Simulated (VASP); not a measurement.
Write the native input for VASP 6.6.1 that does the following.

| Property | Result |
| --- | --- |
| Task | single point |
| Functional | r2SCAN |
| Potentials or basis | VASP PAW PBE potentials, release 64 (Ta_pv, Sb) |
| Cutoff | 520 eV |
| k mesh | 10 × 10 × 10 |
| Occupations | fermi-dirac, width 0.0551 eV |
| Spin | no spin polarisation |
| Dipole correction | no |
| Further INCAR settings | ALGO = Normal; EDIFF = 1e-06; NBANDS = 15 |

Crystal: TaSb.

```xyz
2
Lattice="0.0000 2.9771 2.9771 2.9771 0.0000 2.9771 2.9771 2.9771 0.0000" Properties=species:S:1:pos:R:3 pbc="T T T"
Ta    0.0000    0.0000    0.0000
Sb    2.9771    2.9771    2.9771
```

The cell was built by a generator and needn't be a form met in nature.

One way to write it, as run:

POSCAR

```
TaSb
1.0
    0.0000000000      2.9770510000      2.9770510000
    2.9770510000      0.0000000000      2.9770510000
    2.9770510000      2.9770510000      0.0000000000
Ta Sb
1 1
Direct
    0.0000000000      0.0000000000      0.0000000000
    0.5000000000      0.5000000000      0.5000000000
```

INCAR.step1

```
  ALGO = Normal
  EDIFF = 1E-4
  ENCUT = 520
  GGA = PE
  ISMEAR = -1
  LASPH = True
  LCHARG = False
  LREAL = False
  LWAVE = True
  NBANDS = 15
  NELM = 100
  PREC = Accurate
  SIGMA = 0.0551
```

INCAR.step2

```
  ALGO = Normal
  EDIFF = 1E-6
  ENCUT = 520
  ISIF = 2
  ISMEAR = -1
  ISTART = 1
  LASPH = True
  LCHARG = True
  LELF = True
  LMIXTAU = True
  LREAL = False
  LVHAR = True
  LWAVE = False
  METAGGA = R2SCAN
  NBANDS = 15
  NELM = 100
  PREC = Accurate
  SIGMA = 0.0551
```

KPOINTS

```
k-points
0
Gamma
  10 10 10
```

Potentials or basis: VASP PAW PBE potentials, release 64 (Ta_pv, Sb).

Run with:

```console
$ cat potpaw_PBE.64/Ta_pv/POTCAR potpaw_PBE.64/Sb/POTCAR > POTCAR
$ cp INCAR.step1 INCAR
$ mpirun -np 1 vasp_std > vasp.out
$ cp INCAR.step2 INCAR
$ mpirun -np 1 vasp_std > vasp.out
```

Results of the run:

* Pressure: -14.4 GPa
* Band gap on the k mesh: none (metal or under the smearing width)

Caveat: the PAW data sets were made with another functional, which shifts forces and pressure a little.

It took 64 s on 1 thread of Intel(R) Xeon(R) Platinum 8488C (Sapphire Rapids), with other jobs on the host, peak memory 0.2 GiB.
